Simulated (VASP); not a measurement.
Input:

```xyz
63
Lattice="7.1466 0.0000 0.0000 0.0000 7.1466 0.0000 0.0000 0.0000 7.1466" Properties=species:S:1:pos:R:3 pbc="T T T"
C      3.5596     7.1401     7.1456
C      4.4402     0.9234     0.9286
C      5.3399     1.8043     0.0251
C      6.2222     2.7099     0.9277
C      5.3405     0.0193     1.8092
C      6.2227     0.9220     2.7143
C      7.1356     0.0064     0.0116
C      0.8693     0.9061     0.9108
C      1.7606     1.7781     7.1428
C      2.6523     2.6814     0.8899
C      3.5690     3.5759     0.0012
C      4.4684     4.5003     0.8828
C      5.3605     5.3820     7.1407
C      6.2412     6.2758     0.9097
C      1.7602     7.1376     1.7835
C      2.6516     0.8840     2.6861
C      3.4618     1.7307     1.7381
C      5.3931     3.6780     1.7457
C      6.2632     4.4969     2.6845
C      3.5687     7.1418     3.5809
C      4.4681     0.8781     4.5048
C      5.3941     1.7374     3.6831
C      6.2621     2.6801     4.5003
C      5.3610     7.1357     5.3874
C      6.2405     0.9053     6.2808
C      7.1438     3.5766     0.0012
C      0.8769     4.4795     0.8867
C      1.7859     5.3548     7.1360
C      2.6658     6.2710     0.8828
C      7.1204     1.8053     1.8105
C      0.8814     2.6863     2.6917
C      1.7641     3.5799     1.7701
C      2.6330     4.5231     2.5871
C      3.5585     5.3832     1.7659
C      4.4580     6.2666     2.6901
C      7.1444     7.1417     3.5831
C      0.8765     0.8815     4.4842
C      1.7627     1.7637     3.5863
C      2.6337     2.5824     4.5253
C      4.5654     4.5294     4.5324
C      5.3756     5.3774     3.5847
C      6.2667     6.2694     4.4874
C      1.7859     7.1308     5.3605
C      2.6661     0.8785     6.2758
C      3.5583     1.7603     5.3882
C      4.4575     2.6849     6.2708
C      5.3747     3.5785     5.3813
C      6.2659     4.4821     6.2741
C      0.0041     5.3791     1.7869
C      0.8825     6.2656     2.6882
C      7.1440     3.5747     3.5797
C      0.9062     4.4548     4.4601
C      1.8045     5.3379     3.5561
C      2.6875     6.2406     4.4609
C      0.0037     1.7812     5.3841
C      0.8827     2.6843     6.2701
C      1.8042     3.5501     5.3431
C      2.6874     4.4553     6.2458
C      3.5874     5.3365     5.3418
C      4.4671     6.2667     6.2711
C      0.0112     5.3544     5.3600
C      0.8918     6.2534     6.2586
Al     4.0123     3.1316     3.1364
```

Level of theory: HSE06 screened hybrid, VASP's PBE PAW potentials (set 64) (plane waves; VASP 6.6.1). Settings: PREC = Normal, LREAL = Auto, ISYM = 0, EDIFF = 1E-5, 400 eV cut-off, 1×1×1 Γ-centred mesh, Gaussian smearing of 0.050 eV, potentials C Al. Starting moments (MAGMOM): 63*0.0159. The cell's moment is fixed (NUPDOWN = 1).

The supercell is sampled at Γ alone, which is coarse: total energies, pressure and levels can be off, energies of defects by several tenths of an eV.

Task: Predict the cell moment, energy per atom (σ→0), largest force.

Result: 
The cell moment is 1.00 μB and the energy per atom (σ→0) comes out as -10.294 eV/atom. The largest force is 0.244 eV/Å.

Task: Give the moment on each site (PAW-sphere projection).

Result: 
```csv
site,moment (μB)
C1,0.01
C2,0.00
C3,0.00
C4,0.00
C5,0.00
C6,0.00
C7,0.00
C8,0.00
C9,0.00
C10,0.00
C11,0.00
C12,0.01
C13,0.01
C14,0.00
C15,0.00
C16,0.00
C17,0.01
C18,0.12
C19,0.00
C20,0.00
C21,0.01
C22,0.11
C23,0.00
C24,0.01
C25,0.00
C26,0.01
C27,0.01
C28,0.00
C29,0.01
C30,0.01
C31,0.00
C32,0.00
C33,0.11
C34,0.01
C35,0.00
C36,0.01
C37,0.01
C38,0.00
C39,0.12
C40,0.01
C41,0.00
C42,0.00
C43,0.00
C44,0.01
C45,0.01
C46,0.00
C47,0.00
C48,0.00
C49,0.01
C50,0.01
C51,0.00
C52,0.01
C53,0.00
C54,0.00
C55,0.01
C56,0.01
C57,0.00
C58,0.00
C59,0.00
C60,0.01
C61,0.00
C62,0.00
Al63,-0.02
```

The absolute energy has meaning only against runs of the same code, potentials and settings.

The cell is a supercell with a defect, built from C (diamond): Al_C-vac_C. The cell's shape comes from a PBE relaxation.
